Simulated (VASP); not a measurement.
Crystal: NaB3.

```
Na B
1.0
     3.48247    0.00000    0.00000
     0.00000    3.48247    0.00000
     0.00000    0.00000    3.39720
Na B
1 3
Direct
  0.00000 0.00000 0.00000
  0.00000 0.50000 0.50000
  0.50000 0.00000 0.50000
  0.50000 0.50000 0.00000
```

The cell was built by a generator and needn't be a form met in nature.

| Item | Value |
| --- | --- |
| Program | VASP 6.6.1 |
| Task | relaxation of cell and atoms |
| Functional | PBE |
| Potentials or basis | VASP PAW PBE potentials, release 64 (Na_pv, B) |
| Cutoff | 600 eV |
| k mesh | 8 × 8 × 8 |
| Occupations | gaussian, width 0.05 eV |
| Spin | no spin polarisation |

At the start: pressure -11.2 GPa; volume 10.30 Å³/atom.

Question: How do energy, volume and symmetry change on relaxing?

Answer: Over 5 steps the energy falls by 56.0 meV/atom and the volume is 8.95 Å³/atom (-13.1 %); space group Pm-3m (No. 221, to 0.05 Å).

Step by step:
```
step  energy change (eV)  largest force (eV/Å)  pressure (GPa)  volume (Å³)
   1              0.0000                0.0000          -11.17        41.20
   2             -0.2095                0.0000           -3.49        37.06
   3             -0.2233                0.0000           -0.38        35.96
   4             -0.2236                0.0000            0.19        35.79
   5             -0.2240                0.0000           -0.04        35.82
```

Final structure:
```yaml
crystal:
  lattice:
    - [3.29762, 0.00000, 0.00000]
    - [0.00000, 3.29762, 0.00000]
    - [0.00000, 0.00000, 3.29393]
  atoms:
    - { symbol: Na, position: [0.00000, 0.00000, 0.00000] }
    - { symbol: B, position: [0.00000, 0.50000, 0.50000] }
    - { symbol: B, position: [0.50000, 0.00000, 0.50000] }
    - { symbol: B, position: [0.50000, 0.50000, 0.00000] }
```
